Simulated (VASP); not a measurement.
Level of theory: revPBE GGA, VASP's PBE PAW potentials (set 64) (plane waves; VASP).

VASP input:

### KPOINTS
```
Automatic mesh
0
Gamma
8 8 8
0 0 0
```

File POSCAR:
```
HfO2
1
    0.0000000000     2.5986789070     2.5986789070
    2.5986789070     0.0000000000     2.5986789070
    2.5986789070     2.5986789070     0.0000000000
Hf O
1 2
Direct
  0.0000000000   0.0000000000   0.0000000000
  0.2500000000   0.2500000000   0.2500000000
  0.7500000000   0.7500000000   0.7500000000
```

### INCAR
```
! general
SYSTEM =HfO2
PREC   =Accurate
ENCUT  =520
LREAL  =.FALSE.   ! projection in real space or not
LASPH  =.TRUE.   ! aspherical one-centre terms

! electronic loop
EDIFF  =1E-7
NELM   =100   ! most electronic steps
ALGO   =Normal   ! blocked Davidson
LMAXMIX=6

! smearing
ISMEAR =0
SIGMA  =0.05   ! width (eV)

! functional
GGA    =RE

! ions
ISIF   =2   ! forces and stress, cell fixed

! output
LWAVE  =.FALSE.
LCHARG =.FALSE.
```

POTCAR, in this order: Hf_pv O (PBE.64 set). Program: vasp_std.

What VASP printed:

File OSZICAR:
```
       N       E                     dE             d eps       ncg     rms          rms(c)
DAV:   1     0.999389744650E+02    0.99939E+02   -0.12867E+04   870   0.143E+03
DAV:   2    -0.310004797321E+02   -0.13094E+03   -0.12760E+03  1108   0.313E+02
DAV:   3    -0.349067984528E+02   -0.39063E+01   -0.39034E+01  1122   0.538E+01
DAV:   4    -0.349296813353E+02   -0.22883E-01   -0.22880E-01  1052   0.451E+00
DAV:   5    -0.349298843624E+02   -0.20303E-03   -0.20302E-03  1129   0.385E-01    0.410E+01
DAV:   6    -0.291552883397E+02    0.57746E+01   -0.31898E+01  1003   0.381E+01    0.386E+01
DAV:   7    -0.290480226117E+02    0.10727E+00   -0.85052E-01  1052   0.834E+00    0.271E+01
DAV:   8    -0.290311567961E+02    0.16866E-01   -0.36258E-01  1080   0.608E+00    0.623E+00
DAV:   9    -0.290144627944E+02    0.16694E-01   -0.61924E-02  1024   0.227E+00    0.167E+00
DAV:  10    -0.290151613199E+02   -0.69853E-03   -0.62966E-03  1100   0.614E-01    0.408E-01
DAV:  11    -0.290151262527E+02    0.35067E-04   -0.39840E-04  1138   0.162E-01    0.274E-01
DAV:  12    -0.290151742828E+02   -0.48030E-04   -0.17076E-04  1080   0.903E-02    0.794E-02
DAV:  13    -0.290151764573E+02   -0.21745E-05   -0.35254E-06  1108   0.153E-02    0.246E-02
DAV:  14    -0.290151771425E+02   -0.68524E-06   -0.23369E-06  1003   0.111E-02    0.767E-03
DAV:  15    -0.290151770148E+02    0.12769E-06   -0.13265E-07   813   0.304E-03    0.254E-03
DAV:  16    -0.290151769922E+02    0.22591E-07   -0.19988E-08   624   0.114E-03
   1 F= -.29015177E+02 E0= -.29015177E+02  d E =-.226311E-15
```

### OUTCAR
```
------------------------ aborting loop because EDIFF is reached ----------------------------------------
  FORCE on cell =-STRESS in cart. coord.  units (eV):
  Direction    XX          YY          ZZ          XY          YZ          ZX
  --------------------------------------------------------------------------------------
  Total       -2.7187417     -2.7187417     -2.7187417      0.0000000      0.0000000     -0.0000000
  in kB     -124.1053960   -124.1053960   -124.1053960      0.0000000      0.0000000     -0.0000000
  external PRESSURE =    -124.1053960 kB  Pullay stress =       0.0000000 kB
  volume of cell :       35.10
      direct lattice vectors                 reciprocal lattice vectors
     0.000000000  2.598678907  2.598678907    -0.192405456  0.192405456  0.192405456
     2.598678907  0.000000000  2.598678907     0.192405456 -0.192405456  0.192405456
     2.598678907  2.598678907  0.000000000     0.192405456  0.192405456 -0.192405456
 POSITION                                       TOTAL-FORCE (eV/Angst)
 -----------------------------------------------------------------------------------
      0.00000      0.00000      0.00000         0.000000     -0.000000      0.000000
      1.29934      1.29934      1.29934        -0.000000     -0.000000     -0.000000
      3.89802      3.89802      3.89802         0.000000      0.000000      0.000000
 -----------------------------------------------------------------------------------
    total drift:                                0.000000      0.000000      0.000000
  FREE ENERGIE OF THE ION-ELECTRON SYSTEM (eV)
  ---------------------------------------------------
  free  energy   TOTEN  =       -29.0151769922 eV

  energy  without entropy=      -29.0151769922  energy(sigma->0) =      -29.01517699
```
(Selected blocks of OUTCAR.)

The compound is HfO2 in the fluorite structure, the high-temperature cubic form, which is unstable at 0 K; the monoclinic form is the stable one. This cell is one point of a volume scan, at 1.06 of the reference volume.
